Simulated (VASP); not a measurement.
# Which face does Hf expose?, part 5 of 5

Aim: compare the low-index faces of Hf at one level of theory.

VASP 6.6.1; r2SCAN; plane waves and PAW (Hf).

So far. Step 5 (Potential and states of the slab, 8 atoms, face …): The vacuum level lies 4.50 eV above the Fermi level at the upper face; both faces agree, as the slab has next to no dipole. Step 6 (Relaxing the slab, 12 atoms, face Hf(10-10)): The run ended after 10 ionic steps, 0.062 eV below its first step, once the forces on the free atoms met EDIFFG = -0.03.

## Step 7: Vacuum level and density of states, 12 atoms, face Hf(10-10) (continued)

Parts of OUTCAR (step 7):

```text
   NELECT =      48.0000    total number of electrons

 dipolmoment           0.000000      0.000000      0.000000 electrons x Angstroem

 E-fermi :   1.3012

 k-point     1 :       0.0000    0.0000    0.0000
  band No.  band energies     occupation
    ...
     17       0.5913      2.00000
     18       0.6762      2.00000
     19       0.7306      2.00000
     20       0.9050      2.00120
     21       1.2773      1.26591
     22       1.5456     -0.04348
     23       1.5681     -0.03051
     24       2.0378     -0.00000
     25       2.2435     -0.00000
     26       2.3509     -0.00000
    ...

  Total       -4.8493911     -3.0255767     -0.6879089      0.0000000      0.0000000      0.0000000
  in kB      -16.4634142    -10.2716654     -2.3354126      0.0000000      0.0000000      0.0000000
  external PRESSURE =      -9.6901641 kB  Pullay stress =       0.0000000 kB

 POSITION                                       TOTAL-FORCE (eV/Angst)
 -----------------------------------------------------------------------------------
      0.00000      0.00000      7.60795         0.000000      0.000000      0.016944
      1.59066      0.00000     10.24031         0.000000      0.000000      0.011115
      1.59066      2.49788      8.46079         0.000000      0.000000      0.004794
      0.00000      0.00000     12.99880         0.000000      0.000000      0.019708
      0.00000      2.49788     11.16945         0.000000      0.000000     -0.002560
      1.59066      0.00000     15.76884         0.000000      0.000000     -0.014173
      1.59066      2.49788     13.92509         0.000000      0.000000      0.014173
      0.00000      0.00000     18.52447         0.000000      0.000000      0.002560
      0.00000      2.49788     16.69513         0.000000      0.000000     -0.019708
      1.59066      0.00000     21.23314         0.000000      0.000000     -0.004794
      1.59066      2.49788     19.45361         0.000000      0.000000     -0.011115
      0.00000      2.49788     22.08597         0.000000      0.000000     -0.016944
 -----------------------------------------------------------------------------------
    total drift:                               -0.000000     -0.000000      0.000000

  FREE ENERGIE OF THE ION-ELECTRON SYSTEM (eV)
  ---------------------------------------------------
  free  energy   TOTEN  =      -537.2909387224 eV

  energy  without entropy=     -537.2705950548  energy(sigma->0) =     -537.28415750

 vacuum level on the upper side and lower side of the slab         5.200         5.200

[... 8 parts as in an earlier step ...]

[... 9 further parts left out ...]
```

This step gave:

```
electronic cycles                          : 30
dipole moment                              : 0, 0, 0 e·Å
vacuum levels                              : 5.2, 5.2 eV
work functions of the upper and lower face : 3.899, 3.899 eV
```

The planar average of the electrostatic potential oscillates, so the rows of the table below give means over windows of 2.76 Å about each position, cut where the curve ends. Its maxima inside the range that stand out by 2 % of the span (Å: eV): 9.3: -2.89, 12.1: -2.62, 14.8: -2.54, 17.6: -2.62, 20.4: -2.89. Its minima: 8.1: -8.51, 10.7: -8.09, 13.5: -8.03, 16.2: -8.03, 19.0: -8.09, 21.6: -8.51.

Zero at the Fermi level. Planar average of the electrostatic potential against height; means over each step:

```tsv
height (Å)	planar average of the electrostatic potential (eV)
1.38	3.90
4.14	3.84
6.90	-2.26
9.66	-5.53
12.42	-5.27
15.18	-5.22
17.94	-5.29
20.70	-5.62
23.46	0.605
26.22	3.89
28.98	3.90
```

Density of states in the PAW spheres, an atom over height of the layer and energy from the Fermi level.

Ten even steps from '_' (0.00 states/eV) to '@' (1.32 states/eV), each cell a mean:
```
@@**##%%%%%%%%%%%%##**@@
@@%%==------------==%%@@
++++------====------++++
%%****##@@%%%%@@##****%%
%%%%**############**%%%%
==++****++++++++****++==
--==++++++++++++++++==--
==++++++========++++++==
========================
------------------------
::--======----======--::
..::------::::------::..
........................
____................____
........................
________________________
________________________
________________________
________________________
________________________
________________________
________________________
```
Columns: height of the layer (Å) from 7.6 to 22.1 (not evenly spaced); rows upwards: energy from the Fermi level (eV) from -7.9 to 0.5.

Valence density in the ca plane at fractional y = 0.000, with atoms of Hf within 0.2 Å of it. It is the smooth field of the valence electrons, not physical close to the nuclei.

Values in e/Å³, 5 rows by 16 columns, each cell a mean:
```
0.21 0.22 0.21 0.16 0.16 0.21 0.21 0.21 0.20 0.15 0.20 0.12 0.03 0.01 0.00 0.00
0.18 0.16 0.21 0.20 0.22 0.21 0.15 0.18 0.22 0.19 0.22 0.12 0.03 0.01 0.00 0.00
0.18 0.14 0.20 0.22 0.21 0.22 0.14 0.16 0.23 0.20 0.21 0.14 0.03 0.01 0.00 0.00
0.19 0.19 0.22 0.18 0.21 0.21 0.17 0.20 0.21 0.18 0.22 0.12 0.03 0.01 0.00 0.00
0.22 0.21 0.22 0.15 0.15 0.21 0.22 0.20 0.21 0.15 0.19 0.12 0.04 0.01 0.00 0.00
```
Columns run along c (16.0 Å, from fractional 0.37 to 0.91 of the cell), rows up along a (3.2 Å). Atoms in or near the plane, at fractional coordinates: Hf at (0.44, 0.00), Hf at (0.53, 0.50), Hf at (0.62, 0.00), Hf at (0.72, 0.50).

The map of layer states is cut here 0.5 eV above the Fermi level, so it leaves out the states above that.

The vacuum level lies 3.90 eV above the Fermi level at the upper face; both faces agree, as the slab has next to no dipole.

The program found no field-free point at its default tolerance, but its printed level agrees with the flat part of the planar average.

On this mesh the fine structure of the density of states is sampling noise, and high empty states may be cut by the number of bands.

## Step 8: The faces side by side

This step: surfaces of a metal, r2SCAN; plane waves and PAW (VASP 6.6.1).

Derived from the runs above.

Symmetric slabs, all atoms free. All faces:

```tsv
face	layers	area a surface atom (Å²)	work function (eV)	surface energy as cut (J/m²)	surface energy relaxed (J/m²)	change of the top spacing (%)
Hf(0001)	8	8.765	4.497	2.103	1.973	-6.61
Hf(10-10)	12	15.89	3.899	2.134	2.102	-7.14
```

Each surface energy is the slab's energy less its number of atoms times the bulk energy of -45.1212 eV, over twice the cell's area.

## Step 9: Outcome

| Property | Result |
| --- | --- |
| Hf(0001) | 1.97 J/m², 4.50 eV |
| Hf(10-10) | 2.10 J/m², 3.90 eV |

In words: The cheapest face is Hf(0001) at 1.97 J/m², against 2.10 for Hf(10-10). The work functions are 4.50 eV for Hf(0001) and 3.90 eV for Hf(10-10). The densest face has the highest work function, as the smoothing of the electron density over an open face lowers the surface dipole. The densest face is also the cheapest, since it cuts the fewest bonds an area. The top spacing changes by -6.6 % on Hf(0001) and -7.1 % on Hf(10-10). Of the two ends of the prism face, the one with the short outer spacing was run. One thickness was run for each face, and bulk and slab meshes don't match, which leaves some hundredths of a J/m². The cells are 1 × 1 and can't reconstruct. Spin-orbit coupling is left out, which matters for a heavy metal.

[Lines on the potential files, build, host, timing and source positions are cut from VASP's logs without a mark.]

[Logs are printed without paths, hosts, clocks, repeated set-up lines and the standing remarks that a program may print on its own settings, such as how far it seeks lower states.]

[Hosts, paths, dates, database ids (printed as entryN), source tags and the programs' standing remarks are cut or masked in the printed files.]

[Runs that stopped without an error message from VASP are left out.]
